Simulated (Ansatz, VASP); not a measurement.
# TiC: VASP beside Ansatz

Aim: how closely do two programs agree when they are given the same cell, functional and k mesh? The cell is taken from a series of runs on this material, whose earlier steps may have relaxed, scaled, displaced or heated it; both programs get it as it stands.

Method: plane waves, with VASP 6.6.1 beside it; zone-centre phonons at PBEsol, in Ansatz 0.2.0.

## 1. The starting structure

It takes space group I4/mmm (No. 139, tetragonal). The conventional cell has a = 3.047 Å, b = 3.047 Å, c = 4.207 Å, α = 90.00°, β = 90.00°, γ = 90.00°. Nearest to C lie 6 Ti at 2.10 to 2.15 Å. Ti has 6 C at 2.10 to 2.15 Å nearest. Farther neighbours are not listed.

## 2. VASP: zone-centre phonons, PBEsol, pair 1

Second derivatives magnify differences that forces hide, and they need a tight electronic threshold.

Lines of VASP's logs that name or quote its potential files are left out, and so is its time.

Input file INCAR:

```
SYSTEM = TiC
PREC = Accurate
ENCUT = 600
EDIFF = 1E-08
NELM = 120
ISMEAR = 1
SIGMA = 0.2
LREAL = .FALSE.
ALGO = Normal
GGA = PS
NBANDS = 14
LASPH = .TRUE.
LORBIT = 11
LWAVE = .FALSE.
LCHARG = .FALSE.
ISIF = 2
IBRION = 8
GGA_COMPAT = .FALSE.
KPAR = 2
```

Input file POSCAR:

```
TiC
1.0
    0.0000000000      2.1545693556      2.1035144519
    2.1545693556      0.0000000000      2.1035144519
    2.1545693556      2.1545693556      0.0000000000
C Ti
1 1
Direct
    0.5000000000      0.5000000000      0.5000000000
    0.0000000000      0.0000000000      0.0000000000
```

Input file KPOINTS:

```
Automatic mesh
0
Gamma
16 16 16
0 0 0
```

The projector-augmented-wave data sets are C and Ti_sv (PBE family, release 64).

Command:

```
> mpirun -np 2 vasp_std
```

Numbers of over 12 decimals in the logs are rounded to 6 here.

What it wrote:

```text
[banner, memory and clock lines left out]
running    2 mpi-ranks, on    1 nodes
 distrk:  each k-point on    1 cores,    2 groups
 distr:  one band on    1 cores,    1 groups

 POSCAR found type information on POSCAR C Ti
 POSCAR found :  2 types and       2 ions
|                                                                             |
|               ----> ADVICE to this user running VASP <----                  |
|                                                                             |
|     You enforced a specific xc type in the INCAR file but a different       |
|     [... a line on the potential file left out ...]
|     I HOPE YOU KNOW WHAT YOU ARE DOING!                                     |
|                                                                             |

 LDA part: xc-table for (Slater+PW92), standard interpolation
 POSCAR, INCAR and KPOINTS ok, starting setup
 FFT: planning ... GRIDC
 FFT: planning ... GRID_SOFT
 FFT: planning ... GRID
 WAVECAR not read
 entering main loop
       N       E                     dE             d eps       ncg     rms          rms(c)
DAV:   1     0.126678514284E+03    0.12668E+03   -0.89348E+03  9786   0.152E+03
DAV:   2    -0.163825657378E+02   -0.14306E+03   -0.13489E+03 10342   0.372E+02
DAV:   3    -0.247495937563E+02   -0.83670E+01   -0.81680E+01 12900   0.866E+01
DAV:   4    -0.251009458622E+02   -0.35135E+00   -0.35103E+00 12260   0.158E+01
DAV:   5    -0.251102727146E+02   -0.93269E-02   -0.93259E-02 13122   0.225E+00    0.193E+01
DAV:   6    -0.203122140755E+02    0.47981E+01   -0.12393E+01 13988   0.603E+01    0.658E+00
DAV:   7    -0.198246404402E+02    0.48757E+00   -0.19373E+00 11930   0.209E+01    0.540E+00
DAV:   8    -0.197915433075E+02    0.33097E-01   -0.11720E-01 11042   0.444E+00    0.292E+00
DAV:   9    -0.197913227792E+02    0.22053E-03   -0.87651E-02 12006   0.340E+00    0.836E-01
DAV:  10    -0.197895921084E+02    0.17307E-02   -0.93120E-03 13598   0.136E+00    0.655E-01
DAV:  11    -0.197879545043E+02    0.16376E-02   -0.48158E-03 10570   0.103E+00    0.920E-02
DAV:  12    -0.197879399200E+02    0.14584E-04   -0.32976E-04 11122   0.240E-01    0.218E-02
DAV:  13    -0.197879327076E+02    0.72124E-05   -0.12942E-05 14052   0.452E-02    0.523E-03
DAV:  14    -0.197879321852E+02    0.52246E-06   -0.40461E-07 14200   0.912E-03    0.293E-03
DAV:  15    -0.197879321024E+02    0.82802E-07   -0.94495E-08 12952   0.225E-03    0.223E-04
DAV:  16    -0.197879320991E+02    0.32394E-08   -0.31227E-09  7130   0.877E-04
   1 F= -.19787932E+02 E0= -.19787929E+02  d E =-.916882E-05
 Linear response reoptimize wavefunctions to high precision
DAV:   1    -0.197879320955E+02    0.36553E-08   -0.64529E-10  7640   0.297E-04
DAV:   2    -0.197879320955E+02   -0.90949E-11   -0.13696E-10  5882   0.114E-04
 Linear response DOF=           4
 Linear response progress:
  Degree of freedom:   1/  4
       N       E                     dE             d eps       ncg     rms          rms(c)
RMM:   1    -0.124289152982E+00   -0.12429E+00   -0.38998E-02 38181   0.219E+00
RMM:   2    -0.116158064252E+00    0.81311E-02   -0.52123E-03 33889   0.537E-01    0.136E-01
RMM:   3    -0.116825358815E+00   -0.66729E-03   -0.17965E-03 35306   0.229E-01    0.634E-02
RMM:   4    -0.117803166145E+00   -0.97781E-03   -0.66079E-04 36293   0.140E-01    0.148E-02
RMM:   5    -0.117931179780E+00   -0.12801E-03   -0.13809E-04 40769   0.552E-02    0.273E-03
RMM:   6    -0.117919668850E+00    0.11511E-04   -0.18689E-05 40308   0.221E-02    0.139E-03
RMM:   7    -0.117913460017E+00    0.62088E-05   -0.37870E-06 40837   0.104E-02    0.649E-04
RMM:   8    -0.117918764527E+00   -0.53045E-05   -0.74624E-07 40757   0.515E-03    0.309E-04
RMM:   9    -0.117916242904E+00    0.25216E-05   -0.59551E-08 41118   0.281E-03    0.108E-04
RMM:  10    -0.117916451394E+00   -0.20849E-06   -0.48382E-07 41128   0.149E-03    0.459E-05
RMM:  11    -0.117916288459E+00    0.16294E-06   -0.90378E-08 42269   0.802E-04    0.223E-05
RMM:  12    -0.117916388888E+00   -0.10043E-06   -0.19749E-07 41629   0.428E-04    0.148E-05
RMM:  13    -0.117916380391E+00    0.84966E-08   -0.52751E-08 43417   0.235E-04    0.278E-05
 first order change of Fermi-energy  -0.34869E-03
 force on displaced ion       1 direction 1 : -10.156   0.000   0.000
 Linear response progress:
  Degree of freedom:   2/  4
       N       E                     dE             d eps       ncg     rms          rms(c)
RMM:   1    -0.127156453796E+00   -0.12716E+00   -0.50702E-02 20574   0.245E+00
RMM:   2    -0.117278710608E+00    0.98777E-02   -0.63433E-03 19049   0.600E-01    0.143E-01
RMM:   3    -0.117969269545E+00   -0.69056E-03   -0.21353E-03 19719   0.254E-01    0.665E-02
RMM:   4    -0.119012522974E+00   -0.10433E-02   -0.72857E-04 20009   0.151E-01    0.156E-02
RMM:   5    -0.119149051065E+00   -0.13653E-03   -0.16973E-04 22653   0.626E-02    0.334E-03
RMM:   6    -0.119150578130E+00   -0.15271E-05   -0.22931E-05 22474   0.259E-02    0.182E-03
RMM:   7    -0.119144851988E+00    0.57261E-05   -0.49679E-06 22461   0.124E-02    0.837E-04
RMM:   8    -0.119149130833E+00   -0.42788E-05   -0.99693E-07 22327   0.631E-03    0.379E-04
RMM:   9    -0.119146414364E+00    0.27165E-05   -0.25730E-09 22801   0.341E-03    0.136E-04
RMM:  10    -0.119146823687E+00   -0.40932E-06   -0.75143E-07 22358   0.180E-03    0.942E-05
RMM:  11    -0.119146638730E+00    0.18496E-06   -0.18219E-07 22410   0.975E-04    0.598E-05
RMM:  12    -0.119146645590E+00   -0.68606E-08   -0.11507E-08 23754   0.511E-04    0.549E-05
 first order change of Fermi-energy   0.55662E-03
 force on displaced ion       1 direction 3 :   0.000   0.000 -12.619
 Linear response progress:
  Degree of freedom:   3/  4
       N       E                     dE             d eps       ncg     rms          rms(c)
RMM:   1    -0.703845395771E+00   -0.70385E+00    0.47852E+00 17542   0.137E+02
RMM:   2    -0.676247792409E+00    0.27598E-01   -0.24109E-01 29652   0.501E+00    0.232E-01
RMM:   3    -0.674893772380E+00    0.13540E-02   -0.18698E-02 34903   0.118E+00    0.115E-01
RMM:   4    -0.674143893467E+00    0.74988E-03   -0.77788E-03 38307   0.525E-01    0.217E-02
RMM:   5    -0.674739643506E+00   -0.59575E-03   -0.12375E-03 40584   0.210E-01    0.104E-02
RMM:   6    -0.675067367967E+00   -0.32772E-03   -0.32470E-04 40808   0.915E-02    0.754E-03
RMM:   7    -0.675380710857E+00   -0.31334E-03   -0.81077E-05 37729   0.457E-02    0.251E-03
RMM:   8    -0.675523086318E+00   -0.14238E-03   -0.38144E-05 40109   0.250E-02    0.233E-03
RMM:   9    -0.675427892510E+00    0.95194E-04   -0.25961E-05 38366   0.147E-02    0.936E-04
RMM:  10    -0.675455950753E+00   -0.28058E-04   -0.17402E-05 40567   0.871E-03    0.290E-04
RMM:  11    -0.675470820594E+00   -0.14870E-04   -0.13518E-05 41348   0.579E-03    0.417E-05
RMM:  12    -0.675470085051E+00    0.73554E-06   -0.11040E-05 42935   0.402E-03    0.674E-05
RMM:  13    -0.675469568150E+00    0.51690E-06   -0.84617E-06 42226   0.303E-03    0.117E-04
RMM:  14    -0.675470184801E+00   -0.61665E-06   -0.72984E-06 41404   0.238E-03    0.123E-04
RMM:  15    -0.675471540956E+00   -0.13562E-05   -0.59555E-06 38831   0.195E-03    0.103E-04
RMM:  16    -0.675471784186E+00   -0.24323E-06   -0.51639E-06 42054   0.162E-03    0.107E-04
 first order change of Fermi-energy   0.45425E-03
 force on displaced ion       2 direction 1 : -10.203   0.000   0.000
 Linear response progress:
  Degree of freedom:   4/  4
       N       E                     dE             d eps       ncg     rms          rms(c)
RMM:   1    -0.669382336946E+00   -0.66938E+00    0.81183E+00  9918   0.139E+02
RMM:   2    -0.641811552529E+00    0.27571E-01   -0.24601E-01 16587   0.500E+00    0.237E-01
RMM:   3    -0.640247803008E+00    0.15637E-02   -0.18912E-02 19493   0.117E+00    0.117E-01
RMM:   4    -0.639376742040E+00    0.87106E-03   -0.80275E-03 21189   0.529E-01    0.225E-02
RMM:   5    -0.639903783417E+00   -0.52704E-03   -0.13282E-03 22423   0.212E-01    0.111E-02
RMM:   6    -0.640216250771E+00   -0.31247E-03   -0.32585E-04 22530   0.900E-02    0.855E-03
RMM:   7    -0.640508154620E+00   -0.29190E-03   -0.74376E-05 20862   0.434E-02    0.323E-03
RMM:   8    -0.640697284338E+00   -0.18913E-03   -0.34148E-05 21409   0.244E-02    0.266E-03
RMM:   9    -0.640604750420E+00    0.92534E-04   -0.19190E-05 21476   0.137E-02    0.537E-04
RMM:  10    -0.640618529120E+00   -0.13779E-04   -0.13642E-05 23020   0.788E-03    0.258E-04
RMM:  11    -0.640630425464E+00   -0.11896E-04   -0.11458E-05 22762   0.504E-03    0.391E-05
RMM:  12    -0.640629830587E+00    0.59488E-06   -0.87335E-06 23943   0.349E-03    0.769E-05
RMM:  13    -0.640630571769E+00   -0.74118E-06   -0.68037E-06 23382   0.260E-03    0.900E-05
RMM:  14    -0.640627746829E+00    0.28249E-05   -0.52241E-06 21342   0.210E-03    0.189E-04
[...]
RMM:  18    -0.640635311288E+00   -0.66318E-07   -0.23130E-06 23743   0.101E-03    0.334E-05
RMM:  19    -0.640635596536E+00   -0.28525E-06   -0.20641E-06 21753   0.867E-04    0.450E-05
RMM:  20    -0.640635947265E+00   -0.35073E-06   -0.16965E-06 19964   0.765E-04    0.447E-05
RMM:  21    -0.640635334639E+00    0.61263E-06   -0.14730E-06 24349   0.714E-04    0.790E-05
RMM:  22    -0.640635134489E+00    0.20015E-06   -0.11982E-06 20424   0.600E-04    0.921E-05
RMM:  23    -0.640635220628E+00   -0.86139E-07   -0.10376E-06 21248   0.522E-04    0.934E-05
RMM:  24    -0.640635134247E+00    0.86382E-07   -0.91087E-07 20287   0.467E-04    0.103E-04
RMM:  25    -0.640635144222E+00   -0.99751E-08   -0.81754E-07 23009   0.408E-04    0.106E-04
 first order change of Fermi-energy  -0.34705E-03
 force on displaced ion       2 direction 3 :   0.000   0.000 -12.630
 Linear response finished
```

OUTCAR, selected parts (step 2):

```text
ion  position               nearest neighbor table
   1  0.500  0.500  0.500-   2 2.10   2 2.10   2 2.15   2 2.15   2 2.15   2 2.15
   2  0.000  0.000  0.000-   1 2.10   1 2.10   1 2.15   1 2.15   1 2.15   1 2.15

  LATTYP: Found a body centered tetragonal cell.
 ALAT       =     3.0470212038
 C/A-ratio  =     1.3807022080

 Subroutine GETGRP returns: Found 16 space group operations
 (whereof 16 operations were pure point group operations)

The static configuration has the point symmetry D_4h.

 Found    349 irreducible k-points:

   k-points           NKPTS =    349   k-points in BZ     NKDIM =    349   number of bands    NBANDS=     14

   dimension x,y,z NGX =    24 NGY =   24 NGZ =   24
   dimension x,y,z NGXF=    48 NGYF=   48 NGZF=   48

   ENCUT  =  600.0 eV  44.10 Ry    6.64 a.u.   6.01  6.01  6.09*2*pi/ulx,y,z

   NELECT =      16.0000    total number of electrons

 k-points in reciprocal lattice and weights: Automatic mesh
   0.00000000  0.00000000  0.00000000       0.000
   0.06250000  0.00000000  0.00000000       0.002
   0.12500000  0.00000000  0.00000000       0.002
   0.18750000  0.00000000  0.00000000       0.002
   0.25000000  0.00000000  0.00000000       0.002
   0.31250000  0.00000000  0.00000000       0.002
   0.37500000  0.00000000  0.00000000       0.002
   0.43750000  0.00000000  0.00000000       0.002
   0.50000000  0.00000000  0.00000000       0.001
[...]
-0.31250000  0.18750000  0.50000000       0.001
  -0.25000000  0.25000000  0.50000000       0.000

 average (electrostatic) potential at core
       1 -44.1266       2 -70.3557

  Total        0.0248553      0.0248553      1.4061625      0.0000000      0.0000000      0.0000000
  in kB        2.0390758      2.0390758    115.3585148      0.0000000      0.0000000      0.0000000
  external PRESSURE =      39.8122222 kB  Pullay stress =       0.0000000 kB

  energy-cutoff  :      600.00
  volume of cell :       19.53
      direct lattice vectors                 reciprocal lattice vectors
     0.000000000  2.154569356  2.103514452    -0.232064936  0.232064936  0.237697440
     2.154569356  0.000000000  2.103514452     0.232064936 -0.232064936  0.237697440
     2.154569356  2.154569356  0.000000000     0.232064936  0.232064936 -0.237697440

 POSITION                                       TOTAL-FORCE (eV/Angst)
 -----------------------------------------------------------------------------------
      2.15457      2.15457      2.10351         0.000000      0.000000      0.000000
      0.00000      0.00000      0.00000         0.000000      0.000000      0.000000
 -----------------------------------------------------------------------------------
    total drift:                                0.000000     -0.000000     -0.000000

 Eigenvectors and eigenvalues of the dynamical matrix
 ----------------------------------------------------

   1 f  =   17.923426 THz   112.616209 2PiTHz  597.861149 cm-1    74.125302 meV
             X         Y         Z           dx          dy          dz
      2.154569  2.154569  2.103514     0.000000   -0.000000   -0.894047
      0.000000  0.000000  0.000000     0.000000    0.000000    0.447973

   2 f  =   16.085235 THz   101.066510 2PiTHz  536.545674 cm-1    66.523155 meV
             X         Y         Z           dx          dy          dz
      2.154569  2.154569  2.103514     0.000000    0.893705   -0.000000
      0.000000  0.000000  0.000000     0.000000   -0.448654    0.000000

   3 f  =   16.085235 THz   101.066510 2PiTHz  536.545674 cm-1    66.523155 meV
             X         Y         Z           dx          dy          dz
      2.154569  2.154569  2.103514    -0.893705    0.000000    0.000000
      0.000000  0.000000  0.000000     0.448654    0.000000    0.000000

   4 f/i=    0.002949 THz     0.018529 2PiTHz    0.098367 cm-1     0.012196 meV
             X         Y         Z           dx          dy          dz
      2.154569  2.154569  2.103514     0.000000   -0.000000    0.447973
      0.000000  0.000000  0.000000     0.000000   -0.000000    0.894047

   5 f/i=    0.014911 THz     0.093691 2PiTHz    0.497391 cm-1     0.061669 meV
             X         Y         Z           dx          dy          dz
      2.154569  2.154569  2.103514    -0.448654    0.000000    0.000000
      0.000000  0.000000  0.000000    -0.893705    0.000000    0.000000

   6 f/i=    0.014911 THz     0.093691 2PiTHz    0.497391 cm-1     0.061669 meV
             X         Y         Z           dx          dy          dz
      2.154569  2.154569  2.103514     0.000000   -0.448654   -0.000000
      0.000000  0.000000  0.000000     0.000000   -0.893705   -0.000000

 ELASTIC MODULI CONTR FROM IONIC RELAXATION (kBar)
 Direction    XX          YY          ZZ          XY          YZ          ZX
 --------------------------------------------------------------------------------
 XX           0.0000      0.0000      0.0000      0.0000      0.0000      0.0000
 YY           0.0000      0.0000      0.0000      0.0000      0.0000      0.0000
 ZZ           0.0000      0.0000      0.0000      0.0000      0.0000      0.0000
 XY           0.0000      0.0000      0.0000      0.0000      0.0000      0.0000
 YZ           0.0000      0.0000      0.0000      0.0000      0.0000      0.0000
 ZX           0.0000      0.0000      0.0000      0.0000      0.0000      0.0000
 --------------------------------------------------------------------------------
```

(Part 1 of 2 ends here.)

[Lines on the potential files, build, host, timing and source positions are cut from VASP's logs without a mark.]

[Logs are printed without paths, hosts, clocks, repeated set-up lines and the standing remarks that a program may print on its own settings, such as how far it seeks lower states.]

[Hosts, paths, dates, database ids (printed as entryN), source tags and the programs' standing remarks are cut or masked in the printed files.]
